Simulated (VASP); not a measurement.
Input:

```xyz
3
Lattice="2.1850 -3.7845 0.0000 2.1850 3.7845 0.0000 0.0000 0.0000 4.9500" Properties=species:S:1:pos:R:3 pbc="T T T"
Se     0.4916     0.8515     3.3000
Se     3.3868     0.0000     0.0000
Se     0.4916    -0.8515     1.6500
```

Level of theory: PBE GGA, VASP's PBE PAW potentials (set 64) (plane waves; VASP 6.6.1). Run with 400 eV cut-off, 6×6×5 Γ-centred mesh, Gaussian smearing of 0.050 eV, potentials Se.

### Question
Predict the energy per atom (σ→0), pressure, largest force.

### Answer

```json
{
  "energy per atom (σ→0)": "-3.489 eV/atom",
  "pressure": "2.97 GPa",
  "largest_force": "0.01770 Ry/bohr"
}
```

Total energies compare only between runs with the same potentials, cut-off and functional.

The compound is Se in the trig structure. The cell was not relaxed at this level.
